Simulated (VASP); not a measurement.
# K2TeO2 (P1) in VASP: single point with r2SCAN

Aim: the single point of K2TeO2 with r2SCAN.

Program: VASP 6.6.1. These are calculated values, not measurements. Logs are shortened: lines on timing, memory, paths and dates and some standing lists are left out, and cuts for length are marked.

## 1. Starting point

The typed cell holds 5 atoms: a = 4.201 Å, b = 4.212 Å, c = 7.192 Å, α = 74.28°, β = 74.57°, γ = 94.45°.

The cell was built by a generator and needn't be a form met in nature.

## 2. Single point, r2SCAN

File POSCAR:

```
K2TeO2
1.0
   -0.1632293700      4.1975186300      0.0073026800
    4.2092912900     -0.1632293700     -0.0015111800
    2.0254208000      2.0055918900     -6.6032497600
Te O K
1 2 2
Direct
    0.9720080000      0.0951220000      0.9792280000
    0.2305910000      0.7220850000      0.4663970000
    0.7391430000      0.2538850000      0.4813830000
    0.3806720000      0.3166310000      0.2828390000
    0.7096040000      0.6699090000      0.6809030000
```

File INCAR.step1:

```
SYSTEM = K2TeO2
PREC = Accurate
ENCUT = 520
ISMEAR = -1
SIGMA = 0.1
LREAL = .FALSE.
LASPH = .TRUE.
NELM = 100
NBANDS = 26
GGA = PE
ALGO = Normal
EDIFF = 1E-4
LWAVE = .TRUE.
LCHARG = .FALSE.
```

File INCAR.step2:

```
SYSTEM = K2TeO2
PREC = Accurate
ENCUT = 520
EDIFF = 1E-6
ISMEAR = -1
SIGMA = 0.1
LREAL = .FALSE.
LASPH = .TRUE.
NELM = 100
ALGO = Normal
ISIF = 2
LWAVE = .FALSE.
LCHARG = .FALSE.
METAGGA = R2SCAN
LMIXTAU = .TRUE.
NBANDS = 26
ISTART = 1
```

File KPOINTS:

```
Automatic mesh
0
Gamma
  5 5 3
  0.5 0.5 0.5
```

Potentials or basis: VASP PAW PBE potentials, release 64 (Te, O, K_sv).

The run is started by

```bash
$ cat potpaw_PBE.64/Te/POTCAR potpaw_PBE.64/O/POTCAR potpaw_PBE.64/K_sv/POTCAR > POTCAR
$ cp INCAR.step1 INCAR
$ mpirun -np 1 vasp_std > vasp.out
$ cp INCAR.step2 INCAR
$ mpirun -np 1 vasp_std > vasp.out
```

OUTCAR:

```text
SYSTEM = K2TeO2
   PREC = Accurate
   ENCUT = 520
   EDIFF = 1E-6
   ISMEAR = -1
   LREAL = .FALSE.
   LASPH = .TRUE.
   NELM = 100
   ISIF = 2
   METAGGA = R2SCAN
   ISTART = 1

 ion  position               nearest neighbor table
   1  0.972  0.095  0.979-   4 3.22   5 3.25   4 3.38   5 3.47   5 3.54   4 3.70
   2  0.231  0.722  0.466-   5 2.27   4 2.44   4 2.45   5 2.83
   3  0.739  0.254  0.481-   4 2.32   5 2.46   5 2.54   4 2.65
   4  0.381  0.317  0.283-   3 2.32   2 2.44   2 2.45   3 2.65   1 3.22   1 3.38   1 3.70   5 3.72

   5  0.710  0.670  0.681-   2 2.27   3 2.46   3 2.54   2 2.83   1 3.25   1 3.47   1 3.54   4 3.72

  LATTYP: Found a triclinic cell.
 ALAT       =     4.2124552550
 B/A-ratio  =     1.3563776390
 C/A-ratio  =     1.7291476035
 COS(alpha) =     0.0029952492
 COS(beta)  =     0.3108066185
 COS(gamma) =     0.6802437662

  Lattice vectors:

 A1 = (   4.2092912900,  -0.1632293700,  -0.0015111800)
 A2 = (   4.0460619200,   4.0342892600,   0.0057915000)
 A3 = (   2.1838704900,  -2.1688212600,   6.6017385800)

Analysis of symmetry for initial positions (statically):
=====================================================================
 Subroutine PRICEL returns:
 Original cell was already a primitive cell.

 Routine SETGRP: Setting up the symmetry group for a
 triclinic supercell.

 Subroutine GETGRP returns: Found  1 space group operations
 (whereof  1 operations were pure point group operations)
 out of a pool of  2 trial point group operations.

The static configuration has the point symmetry C_1 .

Analysis of symmetry for dynamics (positions and initial velocities):
=====================================================================
 Subroutine PRICEL returns:
 Original cell was already a primitive cell.

 Routine SETGRP: Setting up the symmetry group for a
 triclinic supercell.

 Subroutine GETGRP returns: Found  1 space group operations
 (whereof  1 operations were pure point group operations)
 out of a pool of  2 trial point group operations.

The dynamic configuration has the point symmetry C_1 .

 Subroutine INISYM returns: Found  1 space group operations
 (whereof  1 operations are pure point group operations),
 and found     1 'primitive' translations

----------------------------------------------------------------------------------------

                                     Primitive cell

  volume of cell :     116.5448

  direct lattice vectors                    reciprocal lattice vectors
    -0.163229370  4.197518630  0.007302680     0.009274330  0.238465683  0.075273430
     4.209291290 -0.163229370 -0.001511180     0.237950595  0.009121412  0.075757230
     2.025420800  2.005591890 -6.603249760    -0.000044199  0.000261637 -0.151374675

  length of vectors
     4.200697538  4.212455255  7.192192686     0.250235857  0.249885661  0.151374907

  position of ions in fractional coordinates (direct lattice)
     0.972008000  0.095122000  0.979228000
     0.230591000  0.722085000  0.466397000
     0.739143000  0.253885000  0.481383000
     0.380672000  0.316631000  0.282839000
     0.709604000  0.669909000  0.680903000

  ion indices of the primitive-cell ions
   primitive index   ion index
                 1           1
                 2           2
                 3           3
                 4           4
                 5           5

----------------------------------------------------------------------------------------

 KPOINTS: Automatic mesh

Automatic generation of k-mesh.
 Grid dimensions read from file:
 generate k-points for:    5    5    3

 Generating k-lattice:

  Cartesian coordinates                     Fractional coordinates (reciprocal lattice)
     0.001854866  0.047693137  0.015054686     0.200000000  0.000000000  0.000000000
     0.047590119  0.001824282  0.015151446    -0.000000000  0.200000000 -0.000000000
    -0.000014733  0.000087212 -0.050458225     0.000000000 -0.000000000  0.333333333

  Length of vectors
     0.050047171  0.049977132  0.050458302

  Shift w.r.t. Gamma in fractional coordinates (k-lattice)
     0.500000000  0.500000000  0.500000000

 Subroutine IBZKPT returns following result:
 ===========================================

 Found     38 irreducible k-points:

 Following reciprocal coordinates:
            Coordinates               Weight
  0.100000  0.100000  0.166667      2.000000
  0.300000  0.100000  0.166667      2.000000
  0.500000  0.100000  0.166667      2.000000
 -0.300000  0.100000  0.166667      2.000000
 -0.100000  0.100000  0.166667      2.000000
  0.100000  0.300000  0.166667      2.000000
[... 16 lines left out ...]
  0.500000 -0.100000  0.166667      2.000000
 -0.300000 -0.100000  0.166667      2.000000
 [... further k-points ...]
   k-points           NKPTS =     38   k-points in BZ     NKDIM =     38   number of bands    NBANDS=     26
   number of dos      NEDOS =    301   number of ions     NIONS =      5
   total plane-waves  NPLWV =  55296
   dimension x,y,z NGX =    32 NGY =   32 NGZ =   54
   dimension x,y,z NGXF=    64 NGYF=   64 NGZF=  108
   ions per type =               1   2   2
   NGX,Y,Z   is equivalent  to a cutoff of  12.66, 12.63, 12.48 a.u.
   NGXF,Y,Z  is equivalent  to a cutoff of  25.33, 25.26, 24.96 a.u.
 SYSTEM =  K2TeO2
   PREC   = accura    normal or accurate (medium, high low for compatibility)
   ISTART =      1    job   : 0-new  1-cont  2-samecut
   ICHARG =      0    charge: 1-file 2-atom 10-const
   ISPIN  =      1    spin polarized calculation?
   LNONCOLLINEAR =      F non collinear calculations
   LSORBIT =      F    spin-orbit coupling
   LASPH  =      T    aspherical Exc in radial PAW
   ENCUT  =  520.0 eV  38.22 Ry    6.18 a.u.   7.81  7.83 13.37*2*pi/ulx,y,z
   NELM   =    100;   NELMIN=  2; NELMDL=  0     # of ELM steps
   EDIFF  = 0.1E-05   stopping-criterion for ELM
   LREAL  =      F    real-space projection
   EDIFFG = 0.1E-04   stopping-criterion for IOM
   NSW    =      0    number of steps for IOM
   IBRION =     -1    ionic relax: 0-MD 1-quasi-New 2-CG
   NFREE  =      0    steps in history (QN), initial steepest desc. (CG)
   ISIF   =      2    stress and relaxation
   ISYM   =      2    0-nonsym 1-usesym 2-fastsym
   POTIM  = 0.5000    time-step for ionic-motion
   TEBEG  =    0.0;   TEEND  =   0.0 temperature during run
   PSTRESS=    0.0 pullay stress
   NELECT =      36.0000    total number of electrons
   NUPDOWN=      -1.0000    fix difference up-down
   EMIN   =  10.00;   EMAX   =-10.00  energy-range for DOS
   EFERMI =   0.00;   METHOD = LEGACY
   ISMEAR =    -1;   SIGMA  =   0.10  broadening in eV -4-tet -1-fermi 0-gaus
   EFERMI_NEDOS =   21; number of points for ismear=-14 and -15
   IALGO  =     38    algorithm
   IMIX   =      4    mixing-type and parameters
     AMIX     =   0.40;   BMIX     =  1.00
     AMIX_MAG =   1.60;   BMIX_MAG =  1.00
  volume/ion in A,a.u.               =      23.31       157.30
  Fermi-wavevector in a.u.,A,eV,Ry     =   1.106653  2.091270 16.662785  1.224680
  Thomas-Fermi vector in A             =   2.243156
   LORBIT       =      0    0 simple, 1 ext, 2 COOP (PROOUT), +10 PAW based schemes
   METAGGA = R2SCAN    functional components
   LHFCALC =     F    Hartree Fock is set to
   AEXX    =    0.0000 exact exchange contribution
   IVDW    =     0    specifies the selected vdW correction
   LEPSILON=     F    determine dielectric tensor
   LRPA    =     F    only Hartree local field effects (RPA)
 non-spin polarized calculation
  energy-cutoff  :      520.00
  volume of cell :      116.54
 maximum number of plane-waves:      3156
   NGX = 15   NGY = 15   NGZ = 27

 number of electron      36.0000001 magnetization

 Free energy of the ion-electron system (eV)
  ---------------------------------------------------
  ext. energy  EPLUGINS =         0.00000000
  ---------------------------------------------------
  free energy    TOTEN  =       -48.52152663 eV

  energy without entropy =      -48.18860816  energy(sigma->0) =      -48.35506740

 E-fermi :  -0.0661     XC(G=0):  -9.0395

 val. band max:       -0.0697902888   @ k =   0.5000   0.1000   0.1667
 cond. band min:      -0.0659379701   @ k =  -0.1000   0.1000   0.1667
 fundamental gap:      0.0038523187
 Fermi energy:        -0.0660912804

 k-point     1 :       0.1000    0.1000    0.1667
  band No.  band energies     occupation
      1     -28.4452      2.00000
      2     -28.2847      2.00000
      3     -16.8404      2.00000
      4     -16.3009      2.00000
      5     -11.5156      2.00000
      6     -11.2724      2.00000
[... 18 lines left out ...]
     25       9.9306      0.00000
     26      10.1234      0.00000

 k-point     2 :       0.3000    0.1000    0.1667
  band No.  band energies     occupation
      1     -28.4353      2.00000
      2     -28.2803      2.00000
      3     -16.7746      2.00000
      4     -16.4657      2.00000
      5     -11.5203      2.00000
      6     -11.2814      2.00000
[... 18 lines left out ...]
     25       9.1617      0.00000
     26       9.4386      0.00000

 k-point     3 :       0.5000    0.1000    0.1667
  band No.  band energies     occupation
      1     -28.4288      2.00000
      2     -28.2780      2.00000
      3     -16.7187      2.00000
      4     -16.5776      2.00000
      5     -11.4626      2.00000
      6     -11.2589      2.00000
[... 18 lines left out ...]
     25       9.0740      0.00000
     26       9.7842      0.00000

 k-point     4 :      -0.3000    0.1000    0.1667
  band No.  band energies     occupation
      1     -28.4347      2.00000
      2     -28.2810      2.00000
      3     -16.8150      2.00000
      4     -16.4170      2.00000
      5     -11.5333      2.00000
      6     -11.2415      2.00000
[... 18 lines left out ...]
     25       9.0761      0.00000
     26       9.6229      0.00000

 k-point     5 :      -0.1000    0.1000    0.1667
  band No.  band energies     occupation
      1     -28.4449      2.00000
      2     -28.2852      2.00000
      3     -16.8558      2.00000
      4     -16.2801      2.00000
      5     -11.5436      2.00000
      6     -11.2617      2.00000
[... 18 lines left out ...]
     25       9.1864      0.00000
     26       9.4764      0.00000

 k-point     6 :       0.1000    0.3000    0.1667
  band No.  band energies     occupation
      1     -28.4346      2.00000
      2     -28.2797      2.00000
      3     -16.8065      2.00000
      4     -16.4627      2.00000
      5     -11.4997      2.00000
      6     -11.3112      2.00000
[... 427 lines left out ...]
 k-point    21 :       0.1000   -0.1000    0.1667
  band No.  band energies     occupation
      1     -28.4448      2.00000
      2     -28.2852      2.00000
      3     -16.8558      2.00000
      4     -16.2801      2.00000
      5     -11.5298      2.00000
      6     -11.2727      2.00000
[... 18 lines left out ...]
     25       9.1445      0.00000
     26       9.6144      0.00000

 k-point    22 :       0.3000   -0.1000    0.1667
  band No.  band energies     occupation
      1     -28.4359      2.00000
      2     -28.2798      2.00000
      3     -16.8163      2.00000
      4     -16.4166      2.00000
      5     -11.5375      2.00000
      6     -11.2579      2.00000
[... 18 lines left out ...]
     25       9.2568      0.00000
     26       9.5081      0.00000

 k-point    23 :       0.5000   -0.1000    0.1667
  band No.  band energies     occupation
      1     -28.4290      2.00000
      2     -28.2777      2.00000
      3     -16.7194      2.00000
      4     -16.5768      2.00000
      5     -11.4670      2.00000
      6     -11.2747      2.00000
[... 18 lines left out ...]
     25       9.3005      0.00000
     26       9.7102      0.00000

 k-point    24 :      -0.3000   -0.1000    0.1667
  band No.  band energies     occupation
      1     -28.4339      2.00000
      2     -28.2818      2.00000
      3     -16.7727      2.00000
      4     -16.4662      2.00000
      5     -11.5563      2.00000
      6     -11.2495      2.00000
[... 18 lines left out ...]
     25       9.3329      0.00000
     26       9.5558      0.00000

 [... further k-points ...]

------------------------ aborting loop because EDIFF is reached ----------------------------------------

  FORCE on cell =-STRESS in cart. coord.  units (eV):
  Direction    XX          YY          ZZ          XY          YZ          ZX
  --------------------------------------------------------------------------------------
  -------------------------------------------------------------------------------------
  Total        2.4218739      3.0812357      3.3785378     -1.6891171      0.4382576     -0.2219692
  in kB       33.2942409     42.3586899     46.4457923    -23.2208096      6.0248608     -3.0514786
  external PRESSURE =      40.6995744 kB  Pullay stress =       0.0000000 kB

 VOLUME and BASIS-vectors are now :
 -----------------------------------------------------------------------------
  energy-cutoff  :      520.00
  volume of cell :      116.54
      direct lattice vectors                 reciprocal lattice vectors
    -0.163229370  4.197518630  0.007302680     0.009274330  0.238465683  0.075273430
     4.209291290 -0.163229370 -0.001511180     0.237950595  0.009121412  0.075757230
     2.025420800  2.005591890 -6.603249760    -0.000044199  0.000261637 -0.151374675

 POSITION                                       TOTAL-FORCE (eV/Angst)
 -----------------------------------------------------------------------------------
      2.22508      6.02843     -6.45913        -0.554412      0.491887      0.018894
      3.94648      1.78545     -3.07914        -0.533200      0.857472      0.274637
      1.92303      4.02658     -3.17368         0.386023      1.014548     -0.229781
      1.84352      2.11345     -1.86536         0.502243     -0.905969      0.458807
      4.08313      4.23484     -4.49200         0.199347     -1.457938     -0.522557
 -----------------------------------------------------------------------------------
    total drift:                               -0.000098      0.000795     -0.000692

  FREE ENERGIE OF THE ION-ELECTRON SYSTEM (eV)
  ---------------------------------------------------
  free  energy   TOTEN  =       -48.5215266337 eV

  energy  without entropy=      -48.1886081611  energy(sigma->0) =      -48.35506740
```

Wall time 6.1 min (1 thread of Intel Xeon Platinum 8259CL at 2.50GHz (Skylake/Cascade Lake), shared host); peak memory 0.3 GiB.

Results:

- Free energy: -48.5215 eV
- Pressure: 4.1 GPa
- Largest force: 1.562 eV/Å
- Band gap on the k mesh: none (metal or under the smearing width)

Forces on the atoms (eV/Å):
```
Te  -0.554  0.492  0.019
O   -0.533  0.857  0.275
O    0.386  1.015 -0.230
K    0.502 -0.906  0.459
K    0.199 -1.458 -0.523
```

Stress tensor (GPa, compression positive):
```
 3.33 -2.32 -0.31
-2.32  4.24  0.60
-0.31  0.60  4.64
```

Levels at points of the mesh, in eV from the Fermi level:
```
           k point  band 16  band 17  band 18  band 19  band 20  band 21
(0.50, 0.50, 0.50)    -0.35    -0.29     0.01     0.06     0.41     5.55
```

Caveat: the PAW data sets were made with another functional, which shifts forces and pressure a little. The run has no spin-orbit coupling, so splittings on Te are missing.
